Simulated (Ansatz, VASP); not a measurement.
**Cross-check of KNa3H4 between VASP and Ansatz**

One calculation is typed for both programs; each brings its own data sets. How far apart do they land? The cell is taken from a series of runs on this material, whose earlier steps may have relaxed, scaled, displaced or heated it; both programs get it as it stands.

Method: plane waves, with VASP 6.6.1 beside it; dielectric response at LDA, in Ansatz 0.2.0.

### 1. Set-up

It takes space group Pm-3m (No. 221, cubic). The conventional cell has a = 5.119 Å, b = 5.119 Å, c = 5.119 Å, α = 90.00°, β = 90.00°, γ = 90.00°. K has 6 H at 2.56 Å nearest. Nearest to Na lie 6 H at 2.56 Å. Nearest to H lie 6 Na at 2.56 Å. H has 4 Na at 2.56 Å and 2 K at 2.56 Å nearest. Farther neighbours are not listed.

### 2. VASP: dielectric response, LDA

The response to a field tests empty states and converges slowly with the mesh.

Lines of VASP's logs that name or quote its potential files are left out, and so is its time.

File INCAR:

```
SYSTEM = KNa3H4
PREC = Accurate
ENCUT = 400
EDIFF = 1E-08
NELM = 120
ISMEAR = 0
SIGMA = 0.01
LREAL = .FALSE.
ALGO = Normal
GGA = CA
NBANDS = 25
LORBIT = 11
LWAVE = .FALSE.
LCHARG = .FALSE.
ISIF = 2
LEPSILON = .TRUE.
LASPH = .TRUE.
GGA_COMPAT = .FALSE.
KPAR = 2
```

File POSCAR:

```
KNa3H4
1.0
    5.1186410000      0.0000000000      0.0000000000
    0.0000000000      5.1186410000      0.0000000000
    0.0000000000      0.0000000000      5.1186410000
K Na H
1 3 4
Direct
    0.5000000000      0.5000000000      0.5000000000
    0.0000000000      0.0000000000      0.5000000000
    0.0000000000      0.5000000000      0.0000000000
    0.5000000000      0.0000000000      0.0000000000
    0.0000000000      0.0000000000      0.0000000000
    0.5000000000      0.5000000000      0.0000000000
    0.5000000000      0.0000000000      0.5000000000
    0.0000000000      0.5000000000      0.5000000000
```

File KPOINTS:

```
Automatic mesh
0
Gamma
4 4 4
0 0 0
```

Potentials, in the order of the species: K_sv, Na_pv and H (LDA family, release 64).

Started as:

```sh
> mpirun -np 2 vasp_std
```

Numbers of over 12 decimals in the logs are rounded to 6 here.

The log of the run:

```text
[banner, memory and clock lines left out]
running    2 mpi-ranks, on    1 nodes
 distrk:  each k-point on    1 cores,    2 groups
 distr:  one band on    1 cores,    1 groups

 POSCAR found type information on POSCAR K NaH
 POSCAR found :  3 types and       8 ions
 LDA part: xc-table for (Slater(with rela. corr.)+CA(PZ))
 , standard interpolation
 POSCAR, INCAR and KPOINTS ok, starting setup
 FFT: planning ... GRIDC
 FFT: planning ... GRID_SOFT
 FFT: planning ... GRID
 WAVECAR not read
 entering main loop
       N       E                     dE             d eps       ncg     rms          rms(c)
DAV:   1     0.254984333068E+03    0.25498E+03   -0.14820E+04   500   0.111E+03
DAV:   2    -0.401933072993E+01   -0.25900E+03   -0.24859E+03   533   0.352E+02
DAV:   3    -0.222206735649E+02   -0.18201E+02   -0.18144E+02   813   0.101E+02
DAV:   4    -0.227265366161E+02   -0.50586E+00   -0.50403E+00   694   0.140E+01
DAV:   5    -0.227406374742E+02   -0.14101E-01   -0.14099E-01   822   0.156E+00    0.810E+00
DAV:   6    -0.212563398150E+02    0.14843E+01   -0.12424E+00   550   0.501E+00    0.499E+00
DAV:   7    -0.208748287166E+02    0.38151E+00   -0.12870E+00   693   0.373E+00    0.221E+00
DAV:   8    -0.208882109359E+02   -0.13382E-01   -0.11694E-01   642   0.231E+00    0.672E-01
DAV:   9    -0.208852623691E+02    0.29486E-02   -0.74721E-03   695   0.740E-01    0.174E-01
DAV:  10    -0.208851500160E+02    0.11235E-03   -0.11863E-03   669   0.263E-01    0.250E-02
DAV:  11    -0.208851466311E+02    0.33849E-05   -0.67466E-05   743   0.791E-02    0.399E-02
DAV:  12    -0.208851382543E+02    0.83768E-05   -0.25714E-05   718   0.258E-02    0.614E-03
DAV:  13    -0.208851384440E+02   -0.18967E-06   -0.39974E-06   671   0.827E-03    0.210E-03
DAV:  14    -0.208851384473E+02   -0.32715E-08   -0.25957E-07   558   0.272E-03    0.166E-03
DAV:  15    -0.208851384357E+02    0.11548E-07   -0.77839E-08   551   0.150E-03    0.236E-04
DAV:  16    -0.208851384355E+02    0.19099E-09   -0.40174E-09   349   0.379E-04
   1 F= -.20885138E+02 E0= -.20885138E+02  d E =-.286887E-33
 Linear response reoptimize wavefunctions to high precision
DAV:   1    -0.208851384356E+02   -0.55934E-10   -0.12212E-09   428   0.236E-04
DAV:   2    -0.208851384356E+02    0.31832E-11   -0.28661E-10   325   0.112E-04
 Linear response G [H, r] |phi>, progress :
  Direction:   1
       N       E                     dE             d eps       ncg     rms
RMM:   1    -0.102316584184E+03   -0.10232E+03   -0.43192E+02   680   0.162E+02
RMM:   2    -0.100876667887E+03    0.14399E+01   -0.21135E+01   848   0.304E+01
RMM:   3    -0.101746810883E+03   -0.87014E+00   -0.39890E+00   963   0.115E+01
RMM:   4    -0.102021735696E+03   -0.27492E+00   -0.93279E-01   996   0.397E+00
RMM:   5    -0.102115171721E+03   -0.93436E-01   -0.34350E-01  1064   0.163E+00
RMM:   6    -0.102145073378E+03   -0.29902E-01   -0.97730E-02  1097   0.814E-01
RMM:   7    -0.102161010986E+03   -0.15938E-01   -0.53637E-02  1193   0.497E-01
RMM:   8    -0.102164805133E+03   -0.37941E-02   -0.11189E-02  1226   0.307E-01
RMM:   9    -0.102168241653E+03   -0.34365E-02   -0.14804E-02  1237   0.202E-01
RMM:  10    -0.102169300739E+03   -0.10591E-02    0.17450E-02  1214   0.141E-01
RMM:  11    -0.102168859333E+03    0.44141E-03    0.12366E-02  1198   0.100E-01
RMM:  12    -0.102169760426E+03   -0.90109E-03   -0.98820E-03  1195   0.750E-02
RMM:  13    -0.102169188169E+03    0.57226E-03    0.88252E-03  1198   0.577E-02
RMM:  14    -0.102169705091E+03   -0.51692E-03   -0.46504E-03  1194   0.462E-02
RMM:  15    -0.102169345995E+03    0.35910E-03    0.68245E-03  1176   0.381E-02
RMM:  16    -0.102169629515E+03   -0.28352E-03   -0.22982E-03  1170   0.326E-02
RMM:  17    -0.102169379153E+03    0.25036E-03    0.29613E-03  1164   0.287E-02
RMM:  18    -0.102169540519E+03   -0.16137E-03   -0.72061E-04  1161   0.261E-02
RMM:  19    -0.102169425752E+03    0.11477E-03    0.13235E-03  1157   0.243E-02
RMM:  20    -0.102169507503E+03   -0.81751E-04   -0.99176E-04  1160   0.232E-02
RMM:  21    -0.102169479927E+03    0.27576E-04    0.65241E-04  1168   0.224E-02
RMM:  22    -0.102169456792E+03    0.23135E-04   -0.36688E-04  1160   0.219E-02
RMM:  23    -0.102169472962E+03   -0.16170E-04    0.74574E-07  1148   0.215E-02
 Linear response G [H, r] |phi>, progress :
  Direction:   2
       N       E                     dE             d eps       ncg     rms
RMM:   1    -0.946165390403E+02   -0.94617E+02   -0.38967E+02   703   0.172E+02
RMM:   2    -0.994233468952E+02   -0.48068E+01   -0.25763E+01   864   0.319E+01
RMM:   3    -0.998734468938E+02   -0.45010E+00   -0.59263E+00   989   0.111E+01
RMM:   4    -0.999266826781E+02   -0.53236E-01   -0.14949E+00  1008   0.346E+00
RMM:   5    -0.999541490529E+02   -0.27466E-01   -0.55350E-01  1076   0.147E+00
RMM:   6    -0.999623901121E+02   -0.82411E-02   -0.17927E-01  1127   0.704E-01
RMM:   7    -0.999663208642E+02   -0.39308E-02   -0.68183E-02  1219   0.419E-01
[...]
RMM:  12    -0.978187299998E+00   -0.75004E-07    0.12163E-05   965   0.190E-03
RMM:  13    -0.978187344158E+00   -0.44160E-07   -0.20661E-05   925   0.139E-03
RMM:  14    -0.978187351113E+00   -0.69550E-08    0.55694E-06   903   0.105E-03
RMM:  15    -0.978187363990E+00   -0.12877E-07   -0.90414E-06   879   0.860E-04
[...]
RMM:   8    -0.940971707679E+00    0.42631E-03   -0.14713E-04  1843   0.292E-02    0.214E-03
RMM:   9    -0.940966326410E+00    0.53813E-05   -0.83315E-05  2007   0.156E-02    0.314E-03
RMM:  10    -0.940972581417E+00   -0.62550E-05   -0.19570E-05  1913   0.931E-03    0.582E-03
RMM:  11    -0.940968457145E+00    0.41243E-05   -0.55950E-06  1833   0.590E-03    0.481E-03
RMM:  12    -0.940963453250E+00    0.50039E-05   -0.16778E-05  1862   0.382E-03    0.370E-03
RMM:  13    -0.940965194397E+00   -0.17411E-05   -0.58481E-07  1745   0.264E-03    0.325E-03
RMM:  14    -0.940966526317E+00   -0.13319E-05   -0.70039E-06  1710   0.205E-03    0.183E-03
RMM:  15    -0.940971916050E+00   -0.53897E-05    0.66048E-07  1682   0.179E-03    0.725E-04
RMM:  16    -0.940971934066E+00   -0.18016E-07   -0.25697E-06  1604   0.114E-03    0.494E-04
RMM:  17    -0.940972028067E+00   -0.94001E-07   -0.15351E-06  1537   0.987E-04    0.849E-05
RMM:  18    -0.940972673380E+00   -0.64531E-06   -0.32816E-07  1461   0.866E-04    0.149E-04
RMM:  19    -0.940972726141E+00   -0.52761E-07    0.19127E-07  1342   0.742E-04    0.865E-05
RMM:  20    -0.940972612443E+00    0.11370E-06   -0.15463E-06  1291   0.691E-04    0.331E-05
RMM:  21    -0.940972618443E+00   -0.59999E-08   -0.92500E-07  1256   0.651E-04    0.229E-05
RMM:  22    -0.940972595430E+00    0.23012E-07   -0.67457E-07  1242   0.624E-04    0.127E-05
RMM:  23    -0.940972566895E+00    0.28535E-07   -0.56343E-07  1218   0.609E-04    0.948E-06
 change of polarisation eV/A/(eV/A) component  1 :     1.690    -0.066    -0.228
 dielectric tensor                  component  1 :     3.280    -0.088    -0.308
 Linear response to external field, progress :
  Direction:   2
       N       E                     dE             d eps       ncg     rms          rms(c)
RMM:   1    -0.866776281622E+00   -0.86678E+00   -0.15819E+00  1474   0.522E+00
RMM:   2    -0.896071089934E+00   -0.29295E-01   -0.11117E-01  1754   0.112E+00    0.124E+00
RMM:   3    -0.872667531221E+00    0.23404E-01   -0.49011E-02  1485   0.780E-01    0.708E-01
RMM:   4    -0.920196571173E+00   -0.47529E-01   -0.36099E-02  1506   0.706E-01    0.153E-01
RMM:   5    -0.938349956168E+00   -0.18153E-01   -0.77863E-03  1795   0.264E-01    0.476E-02
RMM:   6    -0.939530451035E+00   -0.11805E-02   -0.16234E-03  1837   0.949E-02    0.387E-02
RMM:   7    -0.941322377344E+00   -0.17919E-02   -0.42743E-04  1794   0.519E-02    0.960E-03
RMM:   8    -0.940974067202E+00    0.34831E-03   -0.13301E-04  1835   0.279E-02    0.278E-03
RMM:   9    -0.940971360910E+00    0.27063E-05   -0.49484E-05  2019   0.149E-02    0.358E-03
RMM:  10    -0.940977148041E+00   -0.57871E-05   -0.42185E-05  1905   0.896E-03    0.696E-03
RMM:  11    -0.940970483535E+00    0.66645E-05   -0.39388E-06  1763   0.588E-03    0.387E-03
RMM:  12    -0.940969398079E+00    0.10855E-05   -0.86257E-06  1936   0.350E-03    0.315E-03
RMM:  13    -0.940970207751E+00   -0.80967E-06   -0.39439E-07  1730   0.247E-03    0.260E-03
RMM:  14    -0.940972927949E+00   -0.27202E-05   -0.14388E-06  1676   0.214E-03    0.718E-04
RMM:  15    -0.940975354387E+00   -0.24264E-05    0.10568E-06  1675   0.136E-03    0.101E-03
RMM:  16    -0.940974531068E+00    0.82332E-06   -0.25644E-06  1532   0.112E-03    0.176E-04
RMM:  17    -0.940975268643E+00   -0.73757E-06   -0.21427E-08  1511   0.913E-04    0.218E-04
RMM:  18    -0.940975554575E+00   -0.28593E-06   -0.82750E-07  1395   0.777E-04    0.129E-04
RMM:  19    -0.940975534191E+00    0.20384E-07   -0.76474E-07  1307   0.699E-04    0.821E-05
RMM:  20    -0.940975536204E+00   -0.20133E-08   -0.11007E-06  1305   0.643E-04    0.781E-05
RMM:  21    -0.940975560220E+00   -0.24016E-07   -0.64825E-07  1289   0.609E-04    0.411E-05
RMM:  22    -0.940975474741E+00    0.85479E-07   -0.10394E-06  1267   0.588E-04    0.142E-05
RMM:  23    -0.940975496728E+00   -0.21987E-07   -0.57672E-07  1216   0.567E-04    0.101E-05
RMM:  24    -0.940975513323E+00   -0.16595E-07   -0.71928E-07  1182   0.560E-04    0.670E-06
 change of polarisation eV/A/(eV/A) component  2 :    -0.066     1.690    -0.228
 dielectric tensor                  component  2 :    -0.088     3.280    -0.308
 Linear response to external field, progress :
  Direction:   3
       N       E                     dE             d eps       ncg     rms          rms(c)
RMM:   1    -0.868317543100E+00   -0.86832E+00   -0.15973E+00  1474   0.522E+00
RMM:   2    -0.895972216930E+00   -0.27655E-01   -0.11011E-01  1748   0.112E+00    0.124E+00
RMM:   3    -0.872697729683E+00    0.23274E-01   -0.49801E-02  1488   0.782E-01    0.708E-01
RMM:   4    -0.920043863031E+00   -0.47346E-01   -0.35446E-02  1494   0.706E-01    0.153E-01
RMM:   5    -0.938384990035E+00   -0.18341E-01   -0.82293E-03  1787   0.267E-01    0.482E-02
RMM:   6    -0.939506708258E+00   -0.11217E-02   -0.17264E-03  1826   0.977E-02    0.398E-02
RMM:   7    -0.941383500688E+00   -0.18768E-02   -0.45836E-04  1791   0.533E-02    0.102E-02
RMM:   8    -0.940975782336E+00    0.40772E-03   -0.14261E-04  1841   0.286E-02    0.226E-03
RMM:   9    -0.940971199408E+00    0.45829E-05   -0.19527E-05  2005   0.153E-02    0.310E-03
RMM:  10    -0.940979893994E+00   -0.86946E-05   -0.57244E-05  1909   0.919E-03    0.581E-03
RMM:  11    -0.940965212498E+00    0.14681E-04   -0.93622E-06  1853   0.587E-03    0.480E-03
RMM:  12    -0.940961924747E+00    0.32878E-05   -0.19701E-05  1875   0.376E-03    0.390E-03
RMM:  13    -0.940963325438E+00   -0.14007E-05    0.16269E-06  1760   0.262E-03    0.346E-03
RMM:  14    -0.940964772035E+00   -0.14466E-05   -0.10351E-05  1732   0.199E-03    0.235E-03
RMM:  15    -0.940970668068E+00   -0.58960E-05    0.18696E-06  1725   0.183E-03    0.515E-04
RMM:  16    -0.940971415628E+00   -0.74756E-06   -0.36752E-06  1608   0.111E-03    0.438E-04
RMM:  17    -0.940971792870E+00   -0.37724E-06   -0.88704E-08  1527   0.991E-04    0.847E-05
RMM:  18    -0.940972596135E+00   -0.80326E-06   -0.11506E-06  1454   0.861E-04    0.177E-04
RMM:  19    -0.940972948507E+00   -0.35237E-06    0.65472E-07  1363   0.745E-04    0.142E-04
RMM:  20    -0.940972807061E+00    0.14145E-06   -0.15005E-06  1338   0.699E-04    0.554E-05
RMM:  21    -0.940972726715E+00    0.80346E-07    0.99540E-07  1289   0.658E-04    0.123E-05
RMM:  22    -0.940972732338E+00   -0.56227E-08   -0.75991E-07  1218   0.636E-04    0.673E-06
 change of polarisation eV/A/(eV/A) component  3 :    -0.059    -0.235     1.690
 dielectric tensor                  component  3 :    -0.079    -0.317     3.280
 Born effective charges drift removed
```

From OUTCAR (step 2):

```text
ion  position               nearest neighbor table
   1  0.500  0.500  0.500-
   2  0.000  0.000  0.500-
   3  0.000  0.500  0.000-
   4  0.500  0.000  0.000-
   5  0.000  0.000  0.000-
   6  0.500  0.500  0.000-
   7  0.500  0.000  0.500-
   8  0.000  0.500  0.500-

  LATTYP: Found a simple cubic cell.
 ALAT       =     5.1186410000

 Subroutine GETGRP returns: Found 48 space group operations
 (whereof 48 operations were pure point group operations)

The static configuration has the point symmetry O_h .

 Found     10 irreducible k-points:

   k-points           NKPTS =     10   k-points in BZ     NKDIM =     10   number of bands    NBANDS=     25

   dimension x,y,z NGX =    36 NGY =   36 NGZ =   36
   dimension x,y,z NGXF=    72 NGYF=   72 NGZF=   72

   ENCUT  =  400.0 eV  29.40 Ry    5.42 a.u.   8.35  8.35  8.35*2*pi/ulx,y,z

   NELECT =      34.0000    total number of electrons

 k-points in reciprocal lattice and weights: Automatic mesh
   0.00000000  0.00000000  0.00000000       0.016
   0.25000000  0.00000000  0.00000000       0.094
   0.50000000  0.00000000  0.00000000       0.047
   0.25000000  0.25000000  0.00000000       0.188
   0.50000000  0.25000000  0.00000000       0.188
   0.50000000  0.50000000  0.00000000       0.047
   0.25000000  0.25000000  0.25000000       0.125
   0.50000000  0.25000000  0.25000000       0.188
   0.50000000  0.50000000  0.25000000       0.094
   0.50000000  0.50000000  0.50000000       0.016

 average (electrostatic) potential at core
       1 -36.3827       2 -48.4763       3 -48.4763       4 -48.4763       5 -34.4854
       6 -34.1807       7 -34.1807       8 -34.1807

  Total       -1.9148990     -1.9148990     -1.9148990      0.0000000      0.0000000      0.0000000
  in kB      -22.8766513    -22.8766513    -22.8766513      0.0000000      0.0000000      0.0000000
  external PRESSURE =     -22.8766513 kB  Pullay stress =       0.0000000 kB

  energy-cutoff  :      400.00
  volume of cell :      134.11
      direct lattice vectors                 reciprocal lattice vectors
     5.118641000  0.000000000  0.000000000     0.195364355  0.000000000  0.000000000
     0.000000000  5.118641000  0.000000000     0.000000000  0.195364355  0.000000000
     0.000000000  0.000000000  5.118641000     0.000000000  0.000000000  0.195364355

 POSITION                                       TOTAL-FORCE (eV/Angst)
 -----------------------------------------------------------------------------------
      2.55932      2.55932      2.55932         0.000000      0.000000      0.000000
      0.00000      0.00000      2.55932         0.000000      0.000000      0.000000
      0.00000      2.55932      0.00000         0.000000      0.000000      0.000000
      2.55932      0.00000      0.00000         0.000000      0.000000      0.000000
      0.00000      0.00000      0.00000         0.000000      0.000000      0.000000
      2.55932      2.55932      0.00000         0.000000      0.000000      0.000000
      2.55932      0.00000      2.55932         0.000000      0.000000      0.000000
      0.00000      2.55932      2.55932         0.000000      0.000000      0.000000
 -----------------------------------------------------------------------------------
    total drift:                                0.000000      0.000000     -0.000000

 MACROSCOPIC STATIC DIELECTRIC TENSOR (including local field effects in DFT)
 ------------------------------------------------------
           3.280455     0.000000     0.000000
           0.000000     3.280455     0.000000
           0.000000     0.000000     3.280455
 ------------------------------------------------------

 PIEZOELECTRIC TENSOR (including local field effects)  for field in x, y, z        (C/m^2)
          XX          YY          ZZ          XY          YZ          ZX
  --------------------------------------------------------------------------------
  x     0.00000     0.00000     0.00000     0.00000     0.00000     0.00000
  y     0.00000     0.00000     0.00000     0.00000     0.00000     0.00000
  z     0.00000     0.00000     0.00000     0.00000     0.00000     0.00000

 BORN EFFECTIVE CHARGES (including local field effects) (in |e|, cummulative output)
 ---------------------------------------------------------------------------------
 ion    1
    1     0.84352     0.00000     0.00000
    2    -0.00000     0.84352     0.00000
    3    -0.00000     0.00000     0.84352
 ion    2
    1     1.06730    -0.00000     0.00000
    2     0.00000     1.06730     0.00000
    3     0.00000     0.00000     1.00458
 ion    3
    1     1.06730     0.00000    -0.00000
    2     0.00000     1.00458    -0.00000
    3     0.00000    -0.00000     1.06730
 ion    4
    1     1.00458    -0.00000    -0.00000
    2     0.00000     1.06730    -0.00000
    3    -0.00000    -0.00000     1.06730
 ion    5
    1    -1.05840     0.00000    -0.00000
    2     0.00000    -1.05840     0.00000
    3     0.00000    -0.00000    -1.05840
 ion    6
    1    -1.04385     0.00000    -0.00000
    2     0.00000    -1.04385    -0.00000
    3     0.00000     0.00000    -0.83661
 ion    7
    1    -1.04385     0.00000     0.00000
    2     0.00000    -0.83661    -0.00000
    3    -0.00000    -0.00000    -1.04385
 ion    8
    1    -0.83661     0.00000    -0.00000
    2     0.00000    -1.04385    -0.00000
    3     0.00000     0.00000    -1.04385
```

(Part 1 of 2 ends here.)

[Lines on the potential files, build, host, timing and source positions are cut from VASP's logs without a mark.]

[Logs are printed without paths, hosts, clocks, repeated set-up lines and the standing remarks that a program may print on its own settings, such as how far it seeks lower states.]

[Hosts, paths, dates, database ids (printed as entryN), source tags and the programs' standing remarks are cut or masked in the printed files.]
